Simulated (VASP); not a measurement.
V3Pt, 4 atoms in the cell. It takes space group Pm-3m (No. 221, cubic). The conventional cell has a = 3.752 Å, b = 3.752 Å, c = 3.752 Å, α = 90.00°, β = 90.00°, γ = 90.00°. Around V (site symmetry 4/mmm) lie 8 V at 2.65 Å and 4 Pt at 2.65 Å. Pt (site symmetry m-3m) is surrounded by 12 V at 2.65 Å.  The cell isn't the ideal one: cell and atoms relaxed from 0.97 times the given volume, LAPW in place of PAW files.

| Quantity | Value |
| --- | --- |
| Program | VASP 6.6.1 |
| Task | single point |
| Functional | LDA |
| Potentials or basis | VASP PAW LDA potentials, release 64 (V_sv, Pt) |
| Cutoff | 520 eV |
| k mesh | 9 × 9 × 9 |
| Occupations | fermi-dirac, width 0.05 eV |
| Spin | collinear spin, typed start |
| Starting moments | [1.5, 1.5, 1.5, 0.0] μB |
| Dipole correction | no |
| Further INCAR settings | ALGO = Normal; EDIFF = 1e-06; NBANDS = 36 |

Potentials or basis: VASP PAW LDA potentials, release 64 (V_sv, Pt).

Command:

```bash
$ cat potpaw_LDA.64/V_sv/POTCAR potpaw_LDA.64/Pt/POTCAR > POTCAR
$ mpirun -np 1 vasp_std > vasp.out
```

Hardware: 1 thread of AMD EPYC 7R43 64-Core Processor (Zen 3), with other jobs on the host.

Task: How long does it take, and how much memory?

Result: It took 2.2 min on 1 thread of AMD EPYC 7R43 64-Core Processor (Zen 3) (shared host), peak memory 0.18 GiB. Counts: scf iterations 14, k points 35.
